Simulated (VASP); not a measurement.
These are r2SCAN meta-GGA, VASP's PBE PAW potentials (set 64) (plane waves; VASP) values and carry that method's errors.

A VASP calculation is set up with these files.

**POSCAR**
```
MgS
1
    4.0029649426     0.0000000026    -0.0000000000
   -2.0014819667     3.4666687133     0.0000000000
    0.0000000000     0.0000000000    13.0120731487
Mg S
4 4
Direct
  0.0000000000   0.0000000000   0.0006819037
  0.0000000000   1.0000000000   0.5006819037
  0.6666670000   0.3333330000   0.7500982109
  0.3333330000   0.6666670000   0.2500982109
  0.0000000000   1.0000000000   0.8124806818
  0.0000000000   0.0000000000   0.3124806818
  0.6666670000   0.3333330000   0.5623692036
  0.3333330000   0.6666670000   0.0623692036
```

**INCAR**
```
SYSTEM=MgS
PREC=Accurate; ENCUT=400; LREAL=.FALSE.
LASPH=.TRUE.
EDIFF=1E-6; NELM=100; ALGO=Normal
LMIXTAU=.TRUE.
ISMEAR=0; SIGMA=0.05
METAGGA=R2SCAN
IBRION=2; NSW=60; ISIF=3
EDIFFG=-0.02
LWAVE=.FALSE.; LCHARG=.FALSE.
```

File KPOINTS:
```
Automatic
0
gamma
  6 6 2
```

POTCAR, in this order: Mg S (PBE.64 set). Program: vasp_std.

Output

File OSZICAR:
```
       N       E                     dE             d eps       ncg     rms          rms(c)
DAV:   1     0.111080068157E+03    0.11108E+03   -0.11005E+04   588   0.102E+03
DAV:   2    -0.547059083306E+02   -0.16579E+03   -0.15727E+03   846   0.187E+02
DAV:   3    -0.686819488863E+02   -0.13976E+02   -0.13932E+02   718   0.622E+01
DAV:   4    -0.689143605902E+02   -0.23241E+00   -0.23222E+00   703   0.999E+00
DAV:   5    -0.689198075724E+02   -0.54470E-02   -0.54465E-02   731   0.154E+00    0.843E+00
DAV:   6    -0.651537887097E+02    0.37660E+01   -0.69361E+00   603   0.126E+01    0.904E+00
DAV:   7    -0.642459893051E+02    0.90780E+00   -0.17933E-01   713   0.326E+00    0.688E+00
DAV:   8    -0.654461880693E+02   -0.12002E+01   -0.71341E-01   598   0.480E+00    0.172E+00
DAV:   9    -0.621628886037E+02    0.32833E+01   -0.58059E-01   588   0.573E+00    0.518E-01
DAV:  10    -0.625692231239E+02   -0.40633E+00   -0.20985E-01   598   0.369E+00    0.285E-01
DAV:  11    -0.618490331416E+02    0.72019E+00   -0.49231E-02   638   0.176E+00    0.208E-01
DAV:  12    -0.617839313168E+02    0.65102E-01   -0.47823E-02   608   0.227E+00    0.539E-01
DAV:  13    -0.618291315293E+02   -0.45200E-01   -0.34113E-02   603   0.192E+00    0.357E-02
DAV:  14    -0.618323429745E+02   -0.32114E-02   -0.16309E-03   713   0.296E-01    0.892E-02
DAV:  15    -0.618331045536E+02   -0.76158E-03   -0.12834E-04   698   0.112E-01    0.727E-02
DAV:  16    -0.618325430800E+02    0.56147E-03   -0.85139E-04   668   0.187E-01    0.933E-02
DAV:  17    -0.618329133273E+02   -0.37025E-03   -0.10281E-04   708   0.803E-02    0.548E-02
DAV:  18    -0.618327957047E+02    0.11762E-03   -0.19338E-05   693   0.289E-02    0.242E-02
DAV:  19    -0.618329457239E+02   -0.15002E-03   -0.44464E-06   693   0.177E-02    0.876E-03
DAV:  20    -0.618328440640E+02    0.10166E-03   -0.13503E-06   439   0.134E-02    0.451E-03
DAV:  21    -0.618328670274E+02   -0.22963E-04   -0.26363E-07   389   0.476E-03    0.409E-03
DAV:  22    -0.618328380065E+02    0.29021E-04   -0.18546E-07   374   0.445E-03    0.396E-03
DAV:  23    -0.618328408259E+02   -0.28194E-05   -0.14622E-07   359   0.303E-03    0.303E-03
DAV:  24    -0.618328387482E+02    0.20777E-05   -0.13077E-07   354   0.195E-03    0.224E-03
DAV:  25    -0.618328384503E+02    0.29794E-06   -0.21916E-08   344   0.107E-03
   1 F= -.61832838E+02 E0= -.61832838E+02  d E =-.618328E+02
       N       E                     dE             d eps       ncg     rms          rms(c)
DAV:   1    -0.618331154197E+02   -0.27667E-03   -0.11984E-02   588   0.555E-01    0.905E-02
DAV:   2    -0.618331095129E+02    0.59067E-05   -0.69951E-04   683   0.157E-01    0.470E-02
DAV:   3    -0.618331126475E+02   -0.31346E-05   -0.17313E-05   698   0.283E-02    0.322E-02
DAV:   4    -0.618330902648E+02    0.22383E-04   -0.21084E-05   663   0.256E-02    0.985E-03
DAV:   5    -0.618331117708E+02   -0.21506E-04   -0.24210E-06   477   0.137E-02    0.502E-03
DAV:   6    -0.618330962469E+02    0.15524E-04   -0.14454E-06   414   0.102E-02    0.133E-03
DAV:   7    -0.618331126760E+02   -0.16429E-04   -0.65505E-07   384   0.713E-03    0.174E-03
DAV:   8    -0.618331073503E+02    0.53257E-05   -0.11293E-07   339   0.278E-03    0.141E-03
DAV:   9    -0.618331131618E+02   -0.58115E-05   -0.80909E-08   329   0.259E-03    0.104E-03
DAV:  10    -0.618331095988E+02    0.35630E-05   -0.66108E-08   324   0.205E-03    0.464E-04
DAV:  11    -0.618331083013E+02    0.12974E-05   -0.41721E-08   324   0.138E-03    0.138E-03
DAV:  12    -0.618331072276E+02    0.10737E-05   -0.11450E-08   324   0.854E-04    0.647E-04
DAV:  13    -0.618331072268E+02    0.84833E-09   -0.21381E-09   319   0.293E-04
   2 F= -.61833107E+02 E0= -.61833107E+02  d E =-.268776E-03
```

OUTCAR:
```
------------------------ aborting loop because EDIFF is reached ----------------------------------------
  FORCE on cell =-STRESS in cart. coord.  units (eV):
  Direction    XX          YY          ZZ          XY          YZ          ZX
  --------------------------------------------------------------------------------------
  Total        0.0304417      0.0304417     -0.0929145      0.0000000      0.0000000      0.0000000
  in kB        0.2698961      0.2698960     -0.8237795      0.0000000      0.0000000      0.0000000
  external PRESSURE =      -0.0946625 kB  Pullay stress =       0.0000000 kB
  volume of cell :      180.71
      direct lattice vectors                 reciprocal lattice vectors
     4.003996233  0.000000003 -0.000000000     0.249750485  0.144193499 -0.000000000
    -2.001997612  3.467561837  0.000000000    -0.000000000  0.288387070  0.000000000
     0.000000000 -0.000000000 13.015629413     0.000000000 -0.000000000  0.076830706
 POSITION                                       TOTAL-FORCE (eV/Angst)
 -----------------------------------------------------------------------------------
      2.00200      3.46756      0.01079         0.000000      0.000000      0.019802
      4.00400      0.00000      6.51860         0.000000     -0.000000      0.019802
      2.00200      1.15585      9.76387         0.000000      0.000000      0.005815
     -0.00000      2.31171      3.25606         0.000000      0.000000      0.005815
      2.00200      3.46756     10.57400         0.000000      0.000000     -0.007641
      4.00400      0.00000      4.06619         0.000000      0.000000     -0.007641
      2.00200      1.15585      7.31775        -0.000000     -0.000000     -0.017976
     -0.00000      2.31171      0.80994        -0.000000      0.000000     -0.017976
 -----------------------------------------------------------------------------------
    total drift:                               -0.000000     -0.000000     -0.027813
  FREE ENERGIE OF THE ION-ELECTRON SYSTEM (eV)
  ---------------------------------------------------
  free  energy   TOTEN  =       -61.8331072268 eV

  energy  without entropy=      -61.8331072268  energy(sigma->0) =      -61.83310723

 reached required accuracy - stopping structural energy minimisation
```
(Selected blocks of OUTCAR.)

**CONTCAR**
```
MgS
   1.00000000000000
     4.0039962333128285    0.0000000027514519   -0.0000000000000000
    -2.0019976117958325    3.4675618367040508    0.0000000000000000
     0.0000000000000000   -0.0000000000000000   13.0156294127304424
  Mg              S
     4     4
Direct
     1.0000000000000000    1.0000000000000000    0.0008288816659232
     1.0000000000000000    0.0000000000000000    0.5008288816659232
     0.6666669999999968    0.3333330000000032    0.7501650998347887
     0.3333330000000032    0.6666669999999968    0.2501650998347887
     1.0000000000000000    1.0000000000000000    0.8124080553990850
     1.0000000000000000    0.0000000000000000    0.3124080553990849
     0.6666669999999968    0.3333330000000032    0.5622279631001971
     0.3333330000000032    0.6666669999999968    0.0622279631001970
```

The structure was generated: MgS was put into the 4H type (P6_3mc), which need not be its known phase. This run relaxes it. Symmetry was kept, so distortions that lower it aren't found. The start is the result of an earlier pass.
